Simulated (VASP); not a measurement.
Data:

```
CELL_PARAMETERS angstrom
      0.00000     2.85085     2.85085
      2.85085     0.00000     2.85085
      2.85085     2.85085     0.00000
ATOMIC_POSITIONS crystal
  Re 0.00000 0.00000 0.00000
  S  0.25000 0.25000 0.25000
  S  0.75000 0.75000 0.75000
```

Calculation: PBEsol GGA, VASP's PBE PAW potentials (set 64) (plane waves; VASP). Numerical set-up: 400 eV cut-off, Gaussian smearing of 0.050 eV, potentials Re S.

Question: Give the energies of bands 3 to 12 at the high-symmetry points, in eV from the Fermi level.

Answer: 
```json
[
 {"band": "3", "Γ": "-6.86", "X": "-8.58", "U": "-8.03", "L": "-5.89", "W": "-7.79"},
 {"band": "4", "Γ": "-6.86", "X": "-5.69", "U": "-6.18", "L": "-5.89", "W": "-7.18"},
 {"band": "5", "Γ": "-6.86", "X": "-5.69", "U": "-5.45", "L": "-4.67", "W": "-4.30"},
 {"band": "6", "Γ": "-1.52", "X": "-3.03", "U": "-3.81", "L": "-3.35", "W": "-4.30"},
 {"band": "7", "Γ": "-1.52", "X": "-3.03", "U": "-2.77", "L": "-3.35", "W": "-2.97"},
 {"band": "8", "Γ": "-0.54", "X": "-1.68", "U": "-0.71", "L": "-3.26", "W": "-0.62"},
 {"band": "9", "Γ": "-0.54", "X": "-0.23", "U": "-0.06", "L": "-0.93", "W": "0.17"},
 {"band": "10", "Γ": "-0.54", "X": "1.19", "U": "0.31", "L": "-0.93", "W": "0.77"},
 {"band": "11", "Γ": "4.68", "X": "1.94", "U": "2.01", "L": "1.77", "W": "2.19"},
 {"band": "12", "Γ": "4.73", "X": "3.83", "U": "3.44", "L": "4.49", "W": "2.19"}
]
```

It has no gap at this level: it comes out as a metal or semimetal.

The structure was generated: ReS2 was put into the fluorite type (Fm-3m), which need not be its known phase. It was relaxed first, which changed the volume by -15 %. The electron count is odd and the run is not spin-polarised, which forces a metal.
